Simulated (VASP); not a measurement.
Method: LDA (Ceperley-Alder, Perdew-Zunger), VASP's LDA PAW potentials (set 64) (plane waves; VASP).

VASP ran on this input.

**POSCAR**
```
Tl
1.0
  1.6932634078  -2.9328183493   0.0000000000
  1.6932634078   2.9328183493   0.0000000000
  0.0000000000   0.0000000000   5.4958368080
Tl
2
Cart
  1.6932634078   0.9776080716   1.3739592020
  1.6932634078  -0.9776080716   4.1218776060
```

INCAR:
```
! general
SYSTEM =Tl
PREC   =Accurate
ENCUT  =400   ! plane-wave cut-off (eV)
LREAL  =.False.   ! projection in real space or not
LASPH  =.True.   ! aspherical one-centre terms

! electronic loop
EDIFF  =1E-6   ! SCF stop (eV)
NELM   =100   ! most electronic steps
ALGO   =Normal
LMAXMIX=4

! smearing
ISMEAR =1   ! Methfessel-Paxton
SIGMA  =0.1

! ions
IBRION =2   ! conjugate gradients
NSW    =60   ! most ionic steps
ISIF   =3   ! ions, shape and volume
EDIFFG =-0.01   ! ionic stop

! output
LWAVE  =.False.
LCHARG =.False.
```

### KPOINTS
```
Automatic mesh
0
Gamma
11 11 6
0 0 0
```

POTCAR, in this order: Tl_d (LDA.64 set). Program: vasp_std.

What VASP printed:

OSZICAR:
```
       N       E                     dE             d eps       ncg     rms          rms(c)
DAV:   1     0.108667288132E+03    0.10867E+03   -0.12727E+04  2208   0.118E+03
DAV:   2    -0.417973616176E+01   -0.11285E+03   -0.11150E+03  2314   0.263E+02
DAV:   3    -0.593898098941E+01   -0.17592E+01   -0.17427E+01  2648   0.299E+01
DAV:   4    -0.594817212608E+01   -0.91911E-02   -0.91879E-02  2476   0.230E+00
DAV:   5    -0.594826470508E+01   -0.92579E-04   -0.92578E-04  2476   0.236E-01    0.365E+00
DAV:   6    -0.588750966492E+01    0.60755E-01   -0.11407E-01  2296   0.291E+00    0.251E+00
DAV:   7    -0.587601663089E+01    0.11493E-01   -0.49541E-02  2303   0.188E+00    0.767E-01
DAV:   8    -0.587483938536E+01    0.11772E-02   -0.44344E-03  2297   0.575E-01    0.397E-02
DAV:   9    -0.587484227681E+01   -0.28915E-05   -0.18567E-05  2689   0.407E-02    0.775E-03
DAV:  10    -0.587484215703E+01    0.11979E-06   -0.15758E-06  1397   0.110E-02
   1 F= -.58748422E+01 E0= -.58749702E+01  d E =-.587484E+01
       N       E                     dE             d eps       ncg     rms          rms(c)
DAV:   1    -0.587612646359E+01   -0.12842E-02   -0.23303E-02  2206   0.140E+00    0.199E-01
DAV:   2    -0.587503736765E+01    0.10891E-02   -0.23874E-03  2218   0.427E-01    0.650E-02
DAV:   3    -0.587489573891E+01    0.14163E-03   -0.48780E-04  2252   0.199E-01    0.497E-02
DAV:   4    -0.587489041827E+01    0.53206E-05   -0.26255E-05  2242   0.321E-02    0.712E-03
DAV:   5    -0.587488935388E+01    0.10644E-05   -0.77068E-06  2281   0.243E-02    0.397E-03
DAV:   6    -0.587488931173E+01    0.42144E-07   -0.21516E-07  1145   0.409E-03
   2 F= -.58748893E+01 E0= -.58750242E+01  d E =-.471547E-04
```

**OUTCAR**
```
------------------------ aborting loop because EDIFF is reached ----------------------------------------
  FORCE on cell =-STRESS in cart. coord.  units (eV):
  Direction    XX          YY          ZZ          XY          YZ          ZX
  --------------------------------------------------------------------------------------
  Total       -0.0085414     -0.0085414     -0.0003199      0.0000000     -0.0000000      0.0000000
  in kB       -0.2512084     -0.2512084     -0.0094099      0.0000000     -0.0000000      0.0000000
  external PRESSURE =      -0.1706089 kB  Pullay stress =       0.0000000 kB
  volume of cell :       54.48
      direct lattice vectors                 reciprocal lattice vectors
     1.691951553 -2.930546149 -0.000000000     0.295516736 -0.170616661  0.000000000
     1.691951553  2.930546149 -0.000000000     0.295516736  0.170616661  0.000000000
     0.000000000  0.000000000  5.493351089     0.000000000 -0.000000000  0.182038247
 POSITION                                       TOTAL-FORCE (eV/Angst)
 -----------------------------------------------------------------------------------
      1.69195      0.97685      1.37334        -0.000000      0.000000      0.000000
      1.69195     -0.97685      4.12001         0.000000     -0.000000     -0.000000
 -----------------------------------------------------------------------------------
    total drift:                               -0.000000      0.000446      0.000008
  FREE ENERGIE OF THE ION-ELECTRON SYSTEM (eV)
  ---------------------------------------------------
  free  energy   TOTEN  =        -5.8748893117 eV

  energy  without entropy=       -5.8752938881  energy(sigma->0) =       -5.87502417

 reached required accuracy - stopping structural energy minimisation
```
(Selected blocks of OUTCAR.)

File CONTCAR:
```
Tl
   1.00000000000000
     1.6919515526619830   -2.9305461493247429   -0.0000000000000000
     1.6919515526619830    2.9305461493247429   -0.0000000000000000
     0.0000000000000000    0.0000000000000000    5.4933510886543804
  Tl
     2
Direct
     0.3333330000000032    0.6666669999999968    0.2500000000000000
     0.6666669999999968    0.3333330000000032    0.7500000000000000
```

The compound is Tl in the hcp structure. This run relaxes it. Symmetry was kept, so distortions that lower it aren't found. The start is the result of an earlier pass.
